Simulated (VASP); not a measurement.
Output of a VASP run:

### OUTCAR
```
 ion  position               nearest neighbor table
   1  0.000  0.000  0.000-
  LATTYP: Found a face centered cubic cell.
 ALAT       =     5.6916000000
 Subroutine PRICEL returns:
 Original cell was already a primitive cell.
 Subroutine GETGRP returns: Found 48 space group operations
The static configuration has the point symmetry O_h .
The dynamic configuration has the point symmetry O_h .
 Subroutine INISYM returns: Found 48 space group operations
 Subroutine IBZKPT returns following result:
 Found     28 irreducible k-points:

 Following reciprocal coordinates:
            Coordinates               Weight
  0.083333  0.083333  0.083333      8.000000
  0.250000  0.083333  0.083333     24.000000
  0.416667  0.083333  0.083333     24.000000
 -0.416667  0.083333  0.083333     24.000000
 -0.250000  0.083333  0.083333     24.000000
 -0.083333  0.083333  0.083333     24.000000
  0.250000  0.250000  0.083333     24.000000
  0.416667  0.250000  0.083333     48.000000
 -0.416667  0.250000  0.083333     48.000000
 -0.250000  0.250000  0.083333     48.000000
 -0.083333  0.250000  0.083333     48.000000
  0.416667  0.416667  0.083333     24.000000
 -0.416667  0.416667  0.083333     48.000000
 -0.250000  0.416667  0.083333     48.000000
 -0.083333  0.416667  0.083333     48.000000
 -0.416667 -0.416667  0.083333     24.000000
 -0.250000 -0.416667  0.083333     48.000000
 -0.250000 -0.250000  0.083333     24.000000
  0.250000  0.250000  0.250000      8.000000
  0.416667  0.250000  0.250000     24.000000
 -0.416667  0.250000  0.250000     24.000000
 -0.250000  0.250000  0.250000     24.000000
  0.416667  0.416667  0.250000     24.000000
 -0.416667  0.416667  0.250000     48.000000
 -0.250000  0.416667  0.250000     48.000000
 -0.416667 -0.416667  0.250000     24.000000
  0.416667  0.416667  0.416667      8.000000
 -0.416667  0.416667  0.416667     24.000000
   k-points           NKPTS =     28   k-points in BZ     NKDIM =     28   number of bands    NBANDS=      9
   number of dos      NEDOS =    301   number of ions     NIONS =      1
   total plane-waves  NPLWV =  21952
   dimension x,y,z NGX =    28 NGY =   28 NGZ =   28
   dimension x,y,z NGXF=    56 NGYF=   56 NGZF=   56
   ions per type =               1
   PREC   = accura    normal or accurate (medium, high low for compatibility)
   ISTART =      0    job   : 0-new  1-cont  2-samecut
   ICHARG =      2    charge: 1-file 2-atom 10-const
   ISPIN  =      1    spin polarized calculation?
   LNONCOLLINEAR =      F non collinear calculations
   LSORBIT =      F    spin-orbit coupling
   INIWAV =      1    electr: 0-lowe 1-rand  2-diag
   ENCUT  =  400.0 eV  29.40 Ry    5.42 a.u.   6.56  6.56  6.56*2*pi/ulx,y,z
   NELM   =    100;   NELMIN=  2; NELMDL= -5     # of ELM steps
   EDIFF  = 0.1E-05   stopping-criterion for ELM
   LREAL  =      F    real-space projection
   NLSPLINE    = F    spline interpolate recip. space projectors
   LMAXMIX     =    2 max onsite mixed and CHGCAR
   VOSKOWN=      0    Vosko Wilk Nusair interpolation
   EDIFFG = 0.1E-04   stopping-criterion for IOM
   NSW    =      0    number of steps for IOM
   NBLOCK =      1;   KBLOCK =      1    inner block; outer block
   IBRION =     -1    ionic relax: 0-MD 1-quasi-New 2-CG
   NFREE  =      0    steps in history (QN), initial steepest desc. (CG)
   ISIF   =      2    stress and relaxation
   ISYM   =      2    0-nonsym 1-usesym 2-fastsym
   TEIN   =    0.0    initial temperature
   TEBEG  =    0.0;   TEEND  =   0.0 temperature during run
   SMASS  =  -3.00    Nose mass-parameter (am)
   PSTRESS=    0.0 pullay stress
   NELECT =      10.0000    total number of electrons
   EFERMI =   0.00;   METHOD = LEGACY
   ISMEAR =     1;   SIGMA  =   0.10  broadening in eV -4-tet -1-fermi 0-gaus
   IALGO  =     38    algorithm
   LDIAG  =      T    sub-space diagonalisation (order eigenvalues)
   IMIX   =      4    mixing-type and parameters
...
```

File OSZICAR:
```
       N       E                     dE             d eps       ncg     rms          rms(c)
DAV:   1     0.519190555962E+02    0.51919E+02   -0.45125E+03   504   0.820E+02
DAV:   2    -0.858463611108E+00   -0.52778E+02   -0.52605E+02   518   0.206E+02
DAV:   3    -0.187292227837E+01   -0.10145E+01   -0.10067E+01   833   0.291E+01
DAV:   4    -0.191647769142E+01   -0.43555E-01   -0.43515E-01   746   0.372E+00
DAV:   5    -0.191688126308E+01   -0.40357E-03   -0.40333E-03   826   0.280E-01    0.226E+00
DAV:   6    -0.191291672006E+01    0.39645E-02   -0.10765E-02   642   0.130E+00    0.139E+00
DAV:   7    -0.191273648781E+01    0.18023E-03   -0.16530E-02   606   0.176E+00    0.100E-01
DAV:   8    -0.191234407895E+01    0.39241E-03   -0.20297E-03   623   0.473E-01    0.202E-02
DAV:   9    -0.191235840282E+01   -0.14324E-04   -0.12555E-04   798   0.844E-02    0.545E-03
DAV:  10    -0.191235878196E+01   -0.37915E-06   -0.87222E-06   716   0.332E-02
   1 F= -.19123588E+01 E0= -.19121198E+01  d E =-.716904E-03
```

**OUTCAR**
```
------------------------ aborting loop because EDIFF is reached ----------------------------------------
  FORCE on cell =-STRESS in cart. coord.  units (eV):
  Direction    XX          YY          ZZ          XY          YZ          ZX
  --------------------------------------------------------------------------------------
  Total       -0.3806186     -0.3806186     -0.3806186      0.0000000     -0.0000000     -0.0000000
  in kB      -13.2299288    -13.2299288    -13.2299288      0.0000000     -0.0000000     -0.0000000
  external PRESSURE =     -13.2299288 kB  Pullay stress =       0.0000000 kB
  volume of cell :       46.09
      direct lattice vectors                 reciprocal lattice vectors
     0.000000000  2.845800000  2.845800000    -0.175697519  0.175697519  0.175697519
     2.845800000  0.000000000  2.845800000     0.175697519 -0.175697519  0.175697519
     2.845800000  2.845800000  0.000000000     0.175697519  0.175697519 -0.175697519
 POSITION                                       TOTAL-FORCE (eV/Angst)
 -----------------------------------------------------------------------------------
      0.00000      0.00000      0.00000         0.000000      0.000000      0.000000
 -----------------------------------------------------------------------------------
    total drift:                               -0.000000      0.000000     -0.000000
  FREE ENERGIE OF THE ION-ELECTRON SYSTEM (eV)
  ---------------------------------------------------
  free  energy   TOTEN  =        -1.9123587820 eV

  energy  without entropy=       -1.9116418776  energy(sigma->0) =       -1.91211981
```
(Selected blocks of OUTCAR.)

### POSCAR
```
Ca
1
    0.0000000000     2.8458000000     2.8458000000
    2.8458000000     0.0000000000     2.8458000000
    2.8458000000     2.8458000000     0.0000000000
Ca
1
Direct
  0.0000000000   0.0000000000   0.0000000000
```

### Question
Reconstruct the remaining input files.

### Answer
Several could match; the one computed here: the input of the run itself, PBE GGA, plane waves, VASP's PBE PAW potentials (set 64).

**INCAR**
```
SYSTEM = Ca
PREC = Accurate
ENCUT = 400
EDIFF = 1E-6
NELM = 100
ALGO = Normal
LREAL = .FALSE.
LASPH = .TRUE.
ISMEAR = 1
SIGMA = 0.1
GGA = PE
LWAVE = .FALSE.
LCHARG = .FALSE.
ISIF = 2
KSPACING = 0.35
KGAMMA = .FALSE.
```

POTCAR, in this order: Ca_sv (PBE.64 set). Program: vasp_std.

The compound is Ca in the fcc structure. The cell was not relaxed at this level. The run is one of a series of settings (KGAMMA = .FALSE., KSPACING = 0.35, KPOINTS file removed against the base run), some of them coarse on purpose.
